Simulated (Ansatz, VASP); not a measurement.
# Mg11Si13O37 in two plane-wave programs, part 2 of 3

Wanted: the spread between two codes on one cell, functional and k mesh. Of the first pair: The structure shown is frame 232 of Ansatz's trajectory.

VASP 6.6.1 and Ansatz 0.2.0.

So far: The structure; Ansatz: dynamics, revPBE.

### Step 3. VASP: single point, revPBE, pair 1

Level of this step: revPBE; plane waves and PAW (Si, Mg, O) (VASP).

The same cell, functional, mesh and smearing now go to VASP, with its own data sets.

Lines of VASP's logs that name or quote its potential files are left out, and so is its time.

Contents of INCAR:

```
SYSTEM = Mg11Si13O37
PREC = Accurate
ENCUT = 520
EDIFF = 1E-06
NELM = 120
ISMEAR = -1
SIGMA = 0.078
LREAL = Auto
ALGO = Normal
GGA = RE
NBANDS = 192
LORBIT = 11
LWAVE = .FALSE.
LCHARG = .FALSE.
ISIF = 2
LASPH = .TRUE.
GGA_COMPAT = .FALSE.
EFERMI = MIDGAP
NCORE = 2
```

Contents of POSCAR:

```
Mg11Si13O37
1.0
    9.5454900000      0.0000000000      0.0000000000
    0.0000000000      9.5454900000      0.0000000000
    0.0000000000      0.0000000000      9.5454900000
Si Mg O
13 11 37
Direct
    0.8247874127      0.9202775342      0.7275687262
    0.4990000513      0.2491962173      0.5177523626
    0.8280978766      0.1638365343      0.4962029189
    0.4186270165      0.5867378207      0.8775976927
    0.0065266424      0.8742977050      0.0195589750
    0.5904044737      0.5477770130      0.1641193904
    0.8203769529      0.7031592930      0.4916876975
    0.8723386646      0.3031064932      0.8827729116
    0.2612333154      0.8715529533      0.4461373905
    0.9221318130      0.5484893913      0.1039967566
    0.0783825660      0.3466244268      0.3356349438
    0.1319785574      0.6017291936      0.4995867158
    0.7846427999      0.9454202980      0.2591485613
    0.1464670750      0.5084809685      0.8361330848
    0.1304280870      0.0304960772      0.2616314092
    0.4516268940      0.8384692666      0.7430000974
    0.4708925367      0.6125510581      0.4604373374
    0.1418994729      0.1363366365      0.6252376777
    0.6655708612      0.2033316257      0.1883926336
    0.4874448562      0.2854437017      0.8523501675
    0.3280711624      0.8008075018      0.1336652178
    0.6410252381      0.0299303650      0.9608726215
    0.3736843263      0.2394219679      0.1932326156
    0.6535023346      0.4766229916      0.6460433147
    0.4728830055      0.4101099053      0.5633131458
    0.4668906468      0.1841078876      0.3649262636
    0.7871989809      0.1095595931      0.3518310742
    0.1283538090      0.6172653263      0.6650994344
    0.9972342960      0.4382383723      0.2280972480
    0.5427798887      0.5490865320      0.9979896265
    0.0095018695      0.2759627845      0.7797294848
    0.7668647707      0.5830292630      0.1589336954
    0.6798917604      0.2360695994      0.5500293856
    0.9810381657      0.6647222929      0.4431307350
    0.5780321387      0.3821909614      0.2168772897
    0.1696298461      0.4432669250      0.4308526854
    0.9397003192      0.9266784628      0.8750938925
    0.4793258387      0.6509356775      0.2457076588
    0.9474631475      0.4558487830      0.9640259431
    0.3288568738      0.4447440624      0.8774091220
    0.1681212803      0.2295429569      0.2499295479
    0.1545860925      0.9243213287      0.0615788189
    0.2982350827      0.9145261270      0.2858103670
    0.4938353086      0.6256252953      0.7247087368
    0.7019859641      0.5939558891      0.5038924141
    0.9352793832      0.9429479262      0.1844955052
    0.7686876211      0.8159664931      0.3715471914
    0.8650158347      0.7704057099      0.6458756963
    0.7312039508      0.3602015193      0.8088008054
    0.2426905271      0.6946631341      0.4213717682
    0.9755591384      0.7046469065      0.0557645548
    0.1487823045      0.9782525570      0.4944010208
    0.8663044013      0.0382484294      0.6040129946
    0.4415488362      0.1633860598      0.6695098942
    0.9775087502      0.2553876228      0.4595259122
    0.6548118536      0.9730982904      0.1554975177
    0.8075960480      0.1957678443      0.0003677129
    0.4053223040      0.8582587169      0.5501550994
    0.6610975445      0.9293498815      0.7863399365
    0.4896867526      0.1665603337      0.0108229122
    0.3538739237      0.7394486820      0.9364631884
```

Contents of KPOINTS:

```
Automatic mesh
0
Gamma
1 1 1
0 0 0
```

The projector-augmented-wave data sets are Si, Mg and O (PBE family, release 64).

Run with:

```bash
$ mpirun -np 8 vasp_gam
```

Numbers of over 12 decimals in the logs are rounded to 6 here.

The program printed:

```text
[banner, memory and clock lines left out]
running    8 mpi-ranks, on    1 nodes
[...]
|                                                                             |
|               ----> ADVICE to this user running VASP <----                  |
|                                                                             |
|     You enforced a specific xc type in the INCAR file but a different       |
|     [... a line on the potential file left out ...]
|     I HOPE YOU KNOW WHAT YOU ARE DOING!                                     |
|                                                                             |

 LDA part: xc-table for (Slater+PW92), standard interpolation
 POSCAR, INCAR and KPOINTS ok, starting setup
[...]
entering main loop
       N       E                     dE             d eps       ncg     rms          rms(c)
DAV:   1     0.263367187338E+04    0.26337E+04   -0.16847E+05   392   0.148E+03
DAV:   2    -0.223366161165E+03   -0.28570E+04   -0.27528E+04   472   0.351E+02
DAV:   3    -0.471940861907E+03   -0.24857E+03   -0.24688E+03   448   0.111E+02
DAV:   4    -0.476718224160E+03   -0.47774E+01   -0.47569E+01   456   0.167E+01
[...]
DAV:  18    -0.407142425189E+03   -0.16014E-05   -0.12291E-05   448   0.114E-02    0.573E-03
DAV:  19    -0.407142426670E+03   -0.14813E-05   -0.42465E-06   368   0.667E-03    0.216E-03
DAV:  20    -0.407142426859E+03   -0.18806E-06   -0.87706E-07   304   0.313E-03
   1 F= -.40714243E+03 E0= -.40714243E+03  d E =-.525017E-06
```

From OUTCAR (step 3):

```text
  Total      -10.1333721      1.1281144    -10.5776522      5.8748279      7.1786584      7.4985766
  in kB      -18.6668007      2.0781124    -19.4852142     10.8220877     13.2238888     13.8132139
  external PRESSURE =     -12.0246342 kB  Pullay stress =       0.0000000 kB

 POSITION                                       TOTAL-FORCE (eV/Angst)
 -----------------------------------------------------------------------------------
      7.87300      8.78450      6.94500         0.195202     -1.428856      0.344353
      4.76320      2.37870      4.94220         0.562433     -2.229745      2.098052
      7.90460      1.56390      4.73650        -0.397787      2.713971      3.622637
      3.99600      5.60070      8.37710         3.464648      1.953590      1.015830
      0.06230      8.34560      0.18670        -1.777238     -1.128827      2.524423
      5.63570      5.22880      1.56660         0.280010     -1.657220     -0.663136
      7.83090      6.71200      4.69340         2.831147      2.328420     -0.610476
      8.32690      2.89330      8.42650         0.055414      0.646254      0.178786
      2.49360      8.31940      4.25860         6.348171     -2.253903      0.974004
      8.80220      5.23560      0.99270        -0.612991     -0.801264      1.112842
      0.74820      3.30870      3.20380        -1.151662     -2.749589      0.373343
      1.25980      5.74380      4.76880        -2.802045     -1.229054      1.492279
      7.48980      9.02450      2.47370        -1.491350     -0.042899      1.672373
      1.39810      4.85370      7.98130        -2.450881     -0.863100     -1.022237
[...]
-----------------------------------------------------------------------------------
    total drift:                                0.005389      0.007412      0.005472

  FREE ENERGIE OF THE ION-ELECTRON SYSTEM (eV)
  ---------------------------------------------------
  free  energy   TOTEN  =      -407.1424268586 eV

  energy  without entropy=     -407.1424263335  energy(sigma->0) =     -407.14242660

[... 3 further parts left out ...]
[key lines of the parts left out:]
E-fermi :   2.9569
```

The run ends at a pressure of -1.20 GPa, with forces up to 7.0 eV/Å.

### Step 4. Side by side

Known differences besides the potentials themselves: the data sets hold 384 valence electrons in Ansatz (on its default PAW (the set named soft_2) files) and 296 in VASP; the cutoff is 420 eV in Ansatz and 520 eV in VASP (PREC = Accurate, projectors in real space); Ansatz makes its cores anew for this functional, VASP keeps those of its PBE data sets. Total energies have different zeros and are not compared.

Forces on 10 of the 61 atoms, those with the largest forces and the largest differences (eV/Å; atoms numbered as in POSCAR):

```tsv
atom	Ansatz x, y, z	VASP x, y, z
Si1	0.114, -1.449, 0.331	0.195, -1.429, 0.344
Si3	-0.435, 2.704, 3.595	-0.398, 2.714, 3.623
Si4	3.417, 1.951, 1.016	3.465, 1.954, 1.016
Si7	2.809, 2.300, -0.590	2.831, 2.328, -0.610
Si9	6.313, -2.216, 0.997	6.348, -2.254, 0.974
Si12	-2.812, -1.189, 1.546	-2.802, -1.229, 1.492
O27	-0.957, -3.579, -5.842	-0.970, -3.621, -5.898
O28	0.738, -0.964, 0.945	0.741, -0.981, 1.024
O29	-2.061, 2.773, -2.559	-2.085, 2.817, -2.604
O42	2.364, 0.489, -0.361	2.441, 0.499, -0.328
```

The forces differ by 29 meV/Å r.m.s., which is 2.1 % of the r.m.s. force of 1.372 eV/Å (both taken over all components).

### Step 5. Ansatz: dynamics, revPBE

One frame of this run of dynamics is then solved in both programs, so the motion causes no difference.

The structure compared here is frame 464 of Ansatz's trajectory.

Contents of input.yaml:

```yaml
crystal:
  lattice:
    - [9.54549, 0.0, 0.0]
    - [0.0, 9.54549, 0.0]
    - [0.0, 0.0, 9.54549]
  atoms:
    - { symbol: Si, position: [0.79013, 0.91674, 0.71965] }
    - { symbol: Si, position: [0.48276, 0.22589, 0.50117] }
    - { symbol: Si, position: [0.81597, 0.16125, 0.47771] }
    - { symbol: Si, position: [0.47719, 0.57956, 0.88851] }
    - { symbol: Si, position: [0.02078, 0.86282, 0.00132] }
    - { symbol: Si, position: [0.63083, 0.55226, 0.1502] }
    - { symbol: Si, position: [0.84854, 0.69, 0.47926] }
    - { symbol: Si, position: [0.86675, 0.26959, 0.89981] }
    - { symbol: Si, position: [0.28743, 0.85612, 0.47479] }
    - { symbol: Si, position: [0.93339, 0.56053, 0.0818] }
    - { symbol: Si, position: [0.09107, 0.33741, 0.32093] }
    - { symbol: Si, position: [0.16692, 0.56057, 0.52853] }
    - { symbol: Si, position: [0.80037, 0.93986, 0.23678] }
    - { symbol: Mg, position: [0.14358, 0.43581, 0.86485] }
    - { symbol: Mg, position: [0.16588, 0.02337, 0.2088] }
    - { symbol: Mg, position: [0.43675, 0.88998, 0.79191] }
    - { symbol: Mg, position: [0.46849, 0.57151, 0.44756] }
    - { symbol: Mg, position: [0.12974, 0.12838, 0.64541] }
    - { symbol: Mg, position: [0.66871, 0.1954, 0.17304] }
    - { symbol: Mg, position: [0.49502, 0.26784, 0.80389] }
    - { symbol: Mg, position: [0.37568, 0.74758, 0.13436] }
    - { symbol: Mg, position: [0.59425, 0.00511, 0.97767] }
    - { symbol: Mg, position: [0.38182, 0.23728, 0.18144] }
    - { symbol: Mg, position: [0.66446, 0.44812, 0.63979] }
    - { symbol: O, position: [0.4595, 0.38615, 0.48658] }
    - { symbol: O, position: [0.44234, 0.14527, 0.36744] }
    - { symbol: O, position: [0.76763, 0.09414, 0.31462] }
    - { symbol: O, position: [0.16198, 0.51739, 0.68029] }
    - { symbol: O, position: [0.02994, 0.45562, 0.21421] }
    - { symbol: O, position: [0.6112, 0.56054, 0.98584] }
    - { symbol: O, position: [0.00292, 0.2452, 0.80228] }
    - { symbol: O, position: [0.7947, 0.59685, 0.16026] }
    - { symbol: O, position: [0.67742, 0.22676, 0.53551] }
    - { symbol: O, position: [0.01275, 0.65329, 0.45319] }
    - { symbol: O, position: [0.58709, 0.36572, 0.18026] }
    - { symbol: O, position: [0.18171, 0.42316, 0.43725] }
    - { symbol: O, position: [0.90945, 0.91382, 0.86124] }
    - { symbol: O, position: [0.51421, 0.6343, 0.22684] }
    - { symbol: O, position: [0.92537, 0.44226, 0.97919] }
    - { symbol: O, position: [0.34253, 0.46605, 0.96878] }
    - { symbol: O, position: [0.15956, 0.22218, 0.23305] }
    - { symbol: O, position: [0.1715, 0.90382, 0.0127] }
    - { symbol: O, position: [0.31083, 0.88841, 0.28578] }
    - { symbol: O, position: [0.52061, 0.53972, 0.73086] }
    - { symbol: O, position: [0.73415, 0.58105, 0.47931] }
    - { symbol: O, position: [0.94615, 0.95296, 0.1467] }
    - { symbol: O, position: [0.83165, 0.82245, 0.36493] }
    - { symbol: O, position: [0.8295, 0.77073, 0.62413] }
    - { symbol: O, position: [0.75156, 0.32842, 0.78108] }
    - { symbol: O, position: [0.28182, 0.67025, 0.46185] }
    - { symbol: O, position: [0.0118, 0.70468, 0.03734] }
    - { symbol: O, position: [0.16879, 0.94207, 0.49777] }
    - { symbol: O, position: [0.85616, 0.03354, 0.60295] }
    - { symbol: O, position: [0.39365, 0.183, 0.66542] }
    - { symbol: O, position: [0.94741, 0.25192, 0.41498] }
    - { symbol: O, position: [0.67462, 0.90189, 0.13884] }
    - { symbol: O, position: [0.77765, 0.1784, 0.9926] }
    - { symbol: O, position: [0.41205, 0.8547, 0.58916] }
    - { symbol: O, position: [0.63546, 0.90963, 0.79549] }
    - { symbol: O, position: [0.46183, 0.15405, 0.9665] }
    - { symbol: O, position: [0.43236, 0.73658, 0.91574] }
kpoints:
  mp_grid: { grid: [1, 1, 1] }
hamiltonian:
  xc: revpbe
scf:
  occupations: { method: fermi_dirac, width: 0.078 }
output:
  forces: true
md:
  timestep: 1.0
  n_steps: 696
  ensemble: nvt_langevin
  temperature: 900
  initial_velocities: maxwell_boltzmann
  seed: 1667
```

Run with:

```bash
$ ansatz run input.yaml --threads 4 --pin off --max-ram 8192MiB --backend cpu --events-out ev --progress --plain --runs-dir out
```

The program printed:

```text
[...]
Crystal: 61 atoms, lattice volume = 869.750 Å³
Basis set: ecut = 420 eV, 17071 PW (Γ), exchange–correlation on 128×128×128 points (8 copies of the dense FFT grid, shifted against one another)
Bands: 253, of which v1, the nominal top of the filled ones, is band 192 counted from 1 (191 counted from 0)
Symmetry: 1 space group operations
k-points: 1
[...]
atom   7  Si     1.20393799     0.53068211    -2.70461638
  atom   8  Si     1.56730627     1.48979249     0.78329648
[...]
atom  58  O      1.09860583     1.07394124     1.62739646
  atom  59  O      0.02445657    -0.94745162     0.74976305
  atom  60  O     -0.45563858    -0.59969620     0.65350902
  atom  61  O     -0.47777385     4.01507574     0.34072228
  max |Σ_I F_I| component: 5.45e-5 eV/Å
--- MD trajectory: 696 steps, t = 0.0 → 696.0 fs ---
[...]
[key lines of the parts left out:]
SCF converged after 9 iterations
Free energy (F): -50581.369032 eV
Fermi energy:    4.940591 eV
```

### Step 6. VASP: single point, revPBE, pair 2

The same cell, functional, mesh and smearing now go to VASP, with its own data sets.

INCAR is that of step 3.

Contents of POSCAR:

```
Mg11Si13O37
1.0
    9.5454900000      0.0000000000      0.0000000000
    0.0000000000      9.5454900000      0.0000000000
    0.0000000000      0.0000000000      9.5454900000
Si Mg O
13 11 37
Direct
    0.8265159777      0.9127032766      0.7520410162
    0.4879686637      0.2528000134      0.5523865197
    0.8240121775      0.1521975299      0.5068152604
    0.4199574878      0.6128339142      0.9086804344
    0.0166151764      0.8797976846      0.0319313100
    0.5790902300      0.5367037208      0.1663612868
    0.8229017054      0.7100106962      0.4926200750
    0.8941081076      0.2948408096      0.8746748464
    0.3120112221      0.8660424976      0.4834743947
    0.9169880226      0.5436075047      0.1247081082
    0.0646483313      0.3498720338      0.3634491262
    0.1373632993      0.6004406269      0.5305542198
    0.7873456470      0.9468660069      0.2496676441
    0.1062281769      0.4782677474      0.8470387586
    0.1533918112      0.0196427842      0.2996388871
    0.5150390394      0.8098798490      0.7496210252
    0.4771363230      0.5830606915      0.4238127116
    0.1232623993      0.0982872540      0.6786450984
    0.5817197441      0.1867374016      0.2575980908
    0.3946156771      0.3126921719      0.8854129018
    0.3920804485      0.8496263681      0.1178043243
    0.6370757290      0.0727463965      0.9772049418
    0.3453253840      0.2870989336      0.2147925355
    0.6599242155      0.4930600734      0.6624175396
    0.4737210976      0.4217908143      0.5344723005
    0.4491335699      0.1701222253      0.4106232367
    0.7646333504      0.0916977546      0.3408520673
    0.1414175700      0.6081301222      0.6960459861
    0.9757581853      0.4666077907      0.2744332664
    0.5277466112      0.5318846911      0.0082981597
    0.0589807333      0.2512181145      0.8023370199
    0.7512762572      0.5715264486      0.1670317605
    0.6728308342      0.2167410997      0.5571322164
    0.9718505807      0.6344985957      0.4749677596
    0.5278304204      0.3753500344      0.2304753344
    0.1735479268      0.4447964431      0.4487669046
    0.9418688826      0.9258822753      0.8804157775
    0.4936886425      0.6648899114      0.2438848084
    0.9437441137      0.4263793687      0.9892839446
    0.2905560636      0.4872772377      0.9185908738
    0.1436699426      0.2412552944      0.2578076139
    0.1830707486      0.9370289006      0.0650149966
    0.3084912351      0.9001947517      0.3162331111
    0.4949772091      0.5914520889      0.7494848352
    0.6840612687      0.6242948240      0.5236504360
    0.9337708174      0.9483117158      0.1721545987
    0.7911799185      0.8118074609      0.3584415258
    0.8351483266      0.7778333014      0.6647537214
    0.8100160390      0.3909595002      0.7602857475
    0.2717618477      0.6948412287      0.4771363230
    0.0039076045      0.6834850804      0.0651826150
    0.1672622359      0.9677135485      0.5225190116
    0.8881890820      0.0326122598      0.6291138538
    0.4106127606      0.2171077650      0.7014726326
    0.9510774198      0.2597980827      0.4567706844
    0.6467556930      0.9796144567      0.1543660933
    0.8179255334      0.1864545455      0.9858687192
    0.4519307024      0.8697405791      0.5619721984
    0.6748527315      0.9369346152      0.8208693320
    0.4519411785      0.1732650707      0.0431208875
    0.4167413092      0.7749942643      0.9299889267
```

KPOINTS is that of step 3.

Run with:

```bash
$ mpirun -np 8 vasp_gam
```

The program printed:

```text
[banner, memory and clock lines left out]
running    8 mpi-ranks, on    1 nodes
[...]
[... a notice as in an earlier step ...]

 LDA part: xc-table for (Slater+PW92), standard interpolation
 POSCAR, INCAR and KPOINTS ok, starting setup
[...]
entering main loop
       N       E                     dE             d eps       ncg     rms          rms(c)
DAV:   1     0.267485960519E+04    0.26749E+04   -0.16775E+05   392   0.148E+03
DAV:   2    -0.217332644968E+03   -0.28922E+04   -0.27959E+04   480   0.352E+02
DAV:   3    -0.471024227907E+03   -0.25369E+03   -0.25187E+03   456   0.112E+02
DAV:   4    -0.475983164490E+03   -0.49589E+01   -0.49357E+01   456   0.169E+01
[...]
DAV:  16    -0.407271976271E+03   -0.28392E-04   -0.11420E-04   416   0.446E-02    0.141E-02
DAV:  17    -0.407271982895E+03   -0.66245E-05   -0.65084E-05   472   0.245E-02    0.108E-02
DAV:  18    -0.407271983759E+03   -0.86335E-06   -0.84675E-06   424   0.952E-03
   1 F= -.40727198E+03 E0= -.40727198E+03  d E =-.200906E-06
```

Parts of OUTCAR (step 6):

```text
  Total      -18.1088771     -8.9718250     -9.3330939      5.3248712     10.2242568      4.1008143
  in kB      -33.3585698    -16.5271016    -17.1925991      9.8090063     18.8342205      7.5541570
  external PRESSURE =     -22.3594235 kB  Pullay stress =       0.0000000 kB

 POSITION                                       TOTAL-FORCE (eV/Angst)
 -----------------------------------------------------------------------------------
      7.88950      8.71220      7.17860         0.290941      2.706527      0.716867
      4.65790      2.41310      5.27280         0.481491      0.411706      0.311349
      7.86560      1.45280      4.83780        -1.795499     -0.012709     -0.081159
      4.00870      5.84980      8.67380        -0.531482     -4.633801     -3.644772
      0.15860      8.39810      0.30480         2.519729     -1.061274      0.968528
      5.52770      5.12310      1.58800         0.645255     -0.689217      1.026100
      7.85500      6.77740      4.70230        -0.096828      0.841417      1.801891
      8.53470      2.81440      8.34920        -0.546113     -0.098628      0.722244
      2.97830      8.26680      4.61500        -2.753762      0.901529     -1.893673
      8.75310      5.18900      1.19040         0.399917     -1.778056     -0.052493
      0.61710      3.33970      3.46930        -1.412692      0.225928     -1.939319
      1.31120      5.73150      5.06440        -0.686696     -0.380236      0.504898
      7.51560      9.03830      2.38320        -3.304744     -0.459872      1.036959
      1.01400      4.56530      8.08540        -0.715199      0.144269     -0.668919
[...]
-----------------------------------------------------------------------------------
    total drift:                                0.012671     -0.015854     -0.001467

  FREE ENERGIE OF THE ION-ELECTRON SYSTEM (eV)
  ---------------------------------------------------
  free  energy   TOTEN  =      -407.2719837587 eV

  energy  without entropy=     -407.2719835578  energy(sigma->0) =     -407.27198366

[... 2 parts as in an earlier step ...]

[... 1 further part left out ...]
[key lines of the parts left out:]
E-fermi :   2.9398
```

The run ends at a pressure of -2.24 GPa, with forces up to 5.9 eV/Å.

### Step 7. Side by side

What differs besides the data sets and the points named for the pairs above, as far as they apply: the data sets hold 384 valence electrons in Ansatz (on its default PAW (the set named soft_2) files) and 296 in VASP. Total energies have different zeros and are not compared.

Forces on 9 of the 61 atoms, those with the largest forces and the largest differences (eV/Å; atoms numbered as in POSCAR):

```tsv
atom	Ansatz x, y, z	VASP x, y, z
Si4	-0.528, -4.579, -3.626	-0.531, -4.634, -3.645
Si9	-2.736, 0.923, -1.859	-2.754, 0.902, -1.894
Si12	-0.681, -0.352, 0.586	-0.687, -0.380, 0.505
Si13	-3.314, -0.434, 1.009	-3.305, -0.460, 1.037
O27	1.788, 0.867, 2.721	1.784, 0.885, 2.743
O28	-0.554, -0.612, 0.307	-0.568, -0.633, 0.402
O35	1.119, 3.700, -0.258	1.114, 3.679, -0.264
O48	0.254, -2.587, -2.633	0.254, -2.608, -2.702
O58	2.149, 0.224, 2.328	2.199, 0.215, 2.400
```

The forces differ by 27 meV/Å r.m.s., which is 2.2 % of the r.m.s. force of 1.216 eV/Å (both taken over all components).

(Part 2 of 3 ends here.)

[Lines on the potential files, build, host, timing and source positions are cut from VASP's logs without a mark.]

[Logs are printed without paths, hosts, clocks, repeated set-up lines and the standing remarks that a program may print on its own settings, such as how far it seeks lower states.]

[Hosts, paths, dates, database ids (printed as entryN), source tags and the programs' standing remarks are cut or masked in the printed files.]
